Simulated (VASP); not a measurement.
Here is the system:

```
CELL_PARAMETERS angstrom
      3.16394     0.00000     0.00000
     -1.58197     2.74006     0.00000
      0.00000     0.00000     6.55024
ATOMIC_POSITIONS crystal
  Sn 0.00000 0.00000 0.00000
  Sn 0.00000 0.00000 0.50000
  O  0.33333 0.66667 0.25000
  O  0.66667 0.33333 0.75000
```

The numbers are results of PBEsol GGA, VASP's PBE PAW potentials (set 64) (plane waves; VASP), not measurements. Settings: 620 eV cut-off, 11×11×5 Γ-centred mesh, first-order Methfessel-Paxton smearing of 0.10 eV, potentials Sn_d O.

Energy and stress use the plane-wave basis of the starting cell.

Task: The ions, cell shape and volume at an external pressure of 20.0 GPa are relaxed. Give the cell that the relaxation ends in.

Result: 
```
CELL_PARAMETERS angstrom
      3.05157     0.00000     0.00000
     -1.52578     2.64273     0.00000
      0.00000     0.00000     6.55216
ATOMIC_POSITIONS crystal
  Sn 0.00000 0.00000 0.00000
  Sn 0.00000 0.00000 0.50000
  O  0.33333 0.66667 0.25000
  O  0.66667 0.33333 0.75000
```
Space group P6_3/mmc (194), at a tolerance of 0.03 Å.

Task: How do energy and volume change from the first to the last step?

Result: The energy (σ→0) changes by +90.4 meV/atom and the volume by -7.0 %, in 6 ionic steps.

The structure was generated: SnO was put into the NiAs type type (P6_3/mmc), which need not be its known phase. This run relaxes it under an external pressure of 20 GPa. Symmetry was kept, so distortions that lower it aren't found.
